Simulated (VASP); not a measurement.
Calculation: PW91 GGA, VASP's PBE PAW potentials (set 64) (plane waves; VASP).

A VASP calculation is set up with these files.

KPOINTS:
```
K-points
0
Gamma
 12 12 7
```

POSCAR:
```
Tm
1
    1.7411101426    -3.0156912986     0.0000000000
    1.7411101426     3.0156912986     0.0000000000
    0.0000000000     0.0000000000     5.3899485985
Tm
2
Direct
  0.3333330000   0.6666670000   0.2500000000
  0.6666670000   0.3333330000   0.7500000000
```

**INCAR**
```
ALGO = Normal
EDIFF = 1E-7
EDIFFG = -0.01
ENCUT = 520
GGA = 91
IBRION = 2
ISIF = 4
ISMEAR = 1
LASPH = .TRUE.
LCHARG = .FALSE.
LMAXMIX = 6
LREAL = .FALSE.
LWAVE = .FALSE.
NELM = 100
NSW = 30
PREC = Accurate
SIGMA = 0.1
SYSTEM = Tm
```

POTCAR, in this order: Tm_3 (PBE.64 set). Program: vasp_std.

What VASP printed:

### OUTCAR
```
 ion  position               nearest neighbor table
   1  0.333  0.667  0.250-   2 3.36   2 3.36   2 3.36   2 3.36   2 3.36   2 3.36
   2  0.667  0.333  0.750-   1 3.36   1 3.36   1 3.36   1 3.36   1 3.36   1 3.36
  LATTYP: Found a hexagonal cell.
 ALAT       =     3.4822203459
 C/A-ratio  =     1.5478482299
 Subroutine PRICEL returns:
 Original cell was already a primitive cell.
 Subroutine GETGRP returns: Found 24 space group operations
The static configuration has the point symmetry D_3d.
 The point group associated with its full space group is D_6h.
The dynamic configuration has the point symmetry D_3d.
 Subroutine INISYM returns: Found 24 space group operations
 Subroutine IBZKPT returns following result:
 Found     76 irreducible k-points:

 Following reciprocal coordinates:
            Coordinates               Weight
  0.000000  0.000000  0.000000      1.000000
  0.083333  0.000000  0.000000      6.000000
  0.166667  0.000000  0.000000      6.000000
  0.250000 -0.000000  0.000000      6.000000
  0.333333  0.000000  0.000000      6.000000
  0.416667  0.000000  0.000000      6.000000
  0.500000 -0.000000  0.000000      3.000000
...
```

OSZICAR:
```
       N       E                     dE             d eps       ncg     rms          rms(c)
DAV:   1     0.663346857662E+02    0.66335E+02   -0.84196E+03  2000   0.132E+03
DAV:   2    -0.441036282958E+01   -0.70745E+02   -0.69606E+02  2068   0.404E+02
DAV:   3    -0.878909702718E+01   -0.43787E+01   -0.40383E+01  3234   0.626E+01
DAV:   4    -0.889491896825E+01   -0.10582E+00   -0.99712E-01  3170   0.826E+00
DAV:   5    -0.889667589272E+01   -0.17569E-02   -0.17284E-02  2763   0.831E-01    0.247E+01
DAV:   6    -0.890254231932E+01   -0.58664E-02   -0.32924E-02  3142   0.218E+00    0.147E+01
DAV:   7    -0.892180694223E+01   -0.19265E-01   -0.59636E-02  3046   0.288E+00    0.408E-01
DAV:   8    -0.892153493479E+01    0.27201E-03   -0.35937E-03  2581   0.554E-01    0.680E-02
DAV:   9    -0.892155472380E+01   -0.19789E-04   -0.24694E-04  3251   0.169E-01    0.301E-02
DAV:  10    -0.892154858592E+01    0.61379E-05   -0.28521E-05  2780   0.494E-02    0.432E-02
DAV:  11    -0.892154962847E+01   -0.10426E-05   -0.35904E-06  2574   0.190E-02    0.249E-03
DAV:  12    -0.892154986876E+01   -0.24030E-06   -0.29526E-07  1928   0.590E-03    0.517E-04
DAV:  13    -0.892154986582E+01    0.29411E-08   -0.38007E-08  1498   0.312E-03
   1 F= -.89215499E+01 E0= -.89205459E+01  d E =-.892155E+01
       N       E                     dE             d eps       ncg     rms          rms(c)
DAV:   1    -0.892251818612E+01   -0.96832E-03   -0.30624E-02  2136   0.139E+00    0.129E-01
DAV:   2    -0.892210769404E+01    0.41049E-03   -0.11519E-03  2996   0.451E-01    0.821E-02
DAV:   3    -0.892188692606E+01    0.22077E-03   -0.23839E-04  3030   0.149E-01    0.445E-02
DAV:   4    -0.892188795596E+01   -0.10299E-05   -0.36407E-05  2834   0.499E-02    0.177E-02
DAV:   5    -0.892188786619E+01    0.89767E-07   -0.13285E-06  3153   0.128E-02    0.812E-04
DAV:   6    -0.892188783204E+01    0.34155E-07   -0.91662E-08  1382   0.279E-03
   2 F= -.89218878E+01 E0= -.89209941E+01  d E =-.337966E-03
       N       E                     dE             d eps       ncg     rms          rms(c)
DAV:   1    -0.892240369967E+01   -0.51583E-03   -0.20732E-02  2121   0.114E+00    0.106E-01
DAV:   2    -0.892212392102E+01    0.27978E-03   -0.78144E-04  2976   0.371E-01    0.678E-02
DAV:   3    -0.892197315151E+01    0.15077E-03   -0.16368E-04  3022   0.123E-01    0.365E-02
DAV:   4    -0.892197403380E+01   -0.88229E-06   -0.25139E-05  2850   0.414E-02    0.147E-02
DAV:   5    -0.892197399060E+01    0.43206E-07   -0.87262E-07  3015   0.103E-02
   3 F= -.89219740E+01 E0= -.89211911E+01  d E =-.424125E-03
```

File OUTCAR:
```
------------------------ aborting loop because EDIFF is reached ----------------------------------------
  FORCE on cell =-STRESS in cart. coord.  units (eV):
  Direction    XX          YY          ZZ          XY          YZ          ZX
  --------------------------------------------------------------------------------------
  Total        1.1854940      1.1854941      1.1868452      0.0000000      0.0000000     -0.0000000
  in kB       33.5569276     33.5569293     33.5951762      0.0000000      0.0000000     -0.0000000
  external PRESSURE =      33.5696777 kB  Pullay stress =       0.0000000 kB
  volume of cell :       56.60
      direct lattice vectors                 reciprocal lattice vectors
     1.736782405 -3.008195443  0.000000000     0.287888684 -0.166212605  0.000000000
     1.736782405  3.008195443 -0.000000000     0.287888684  0.166212605  0.000000000
     0.000000000  0.000000000  5.416843547     0.000000000  0.000000000  0.184609356
 POSITION                                       TOTAL-FORCE (eV/Angst)
 -----------------------------------------------------------------------------------
      1.73678      1.00273      1.35421        -0.000000      0.000000      0.000000
      1.73678     -1.00273      4.06263         0.000000      0.000000      0.000000
 -----------------------------------------------------------------------------------
    total drift:                                0.000000      0.000066     -0.000012
  FREE ENERGIE OF THE ION-ELECTRON SYSTEM (eV)
  ---------------------------------------------------
  free  energy   TOTEN  =        -8.9219739906 eV

  energy  without entropy=       -8.9196253709  energy(sigma->0) =       -8.92119112

 reached required accuracy - stopping structural energy minimisation
```
(Selected blocks of OUTCAR.)

### CONTCAR
```
Tm
   1.00000000000000
     1.7367824046293816   -3.0081954433961506    0.0000000000000000
     1.7367824046293816    3.0081954433961506   -0.0000000000000000
     0.0000000000000000    0.0000000000000000    5.4168435469418439
  Tm
     2
Direct
     0.3333330000000032    0.6666669999999968    0.2500000000000000
     0.6666669999999968    0.3333330000000032    0.7500000000000000
```

The 4f electrons are frozen in the core of the lanthanide potential, so 4f levels, which can set the real gap, and their magnetism are missing.

The compound is Tm in the hcp structure. This cell is one point of a volume scan, at 0.94 of the reference volume. Symmetry was kept, so distortions that lower it aren't found.
